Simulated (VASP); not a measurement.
RuSe:

```xyz
2
Lattice="3.1877 0.0000 0.0000 0.0000 3.1877 0.0000 0.0000 0.0000 3.1877" Properties=species:S:1:pos:R:3 pbc="T T T"
Ru    0.0000    0.0000    0.0000
Se    1.5938    1.5938    1.5938
```

The cell comes from a database or a generator and needn't be the stable form of this composition.

| Property | Result |
| --- | --- |
| Program | VASP 6.6.1 |
| Task | relaxation of cell and atoms |
| Functional | revPBE |
| Potentials or basis | VASP PAW PBE potentials, release 64 (Ru_pv, Se) |
| Cutoff | 600 eV |
| k mesh | 8 × 8 × 8 |
| Occupations | fermi-dirac, width 0.05 eV |
| Spin | no spin polarisation |

At the start: pressure -6.5 GPa; volume 16.20 Å³/atom.

Problem. Where does the relaxation end?

Solution. Over 3 steps the energy falls by 14.6 meV/atom and the volume is 15.52 Å³/atom (-4.2 %); space group Pm-3m (No. 221, to 0.05 Å).

The path:
| step | energy change (eV) | largest force (eV/Å) | pressure (GPa) | volume (Å³) |
| --- | --- | --- | --- | --- |
| 1 | 0.0000 | 0.0000 | -6.51 | 32.39 |
| 2 | 0.0199 | 0.0000 | 10.31 | 29.41 |
| 3 | -0.0292 | 0.0000 | -0.08 | 31.03 |

Final structure:
```yaml
crystal:
  lattice:
    - [3.14253, 0.00000, 0.00000]
    - [0.00000, 3.14253, 0.00000]
    - [0.00000, 0.00000, 3.14253]
  atoms:
    - { symbol: Ru, position: [0.00000, 0.00000, 0.00000] }
    - { symbol: Se, position: [0.50000, 0.50000, 0.50000] }
```

Caveat: the PAW data sets were made with another functional, which shifts forces and pressure a little.
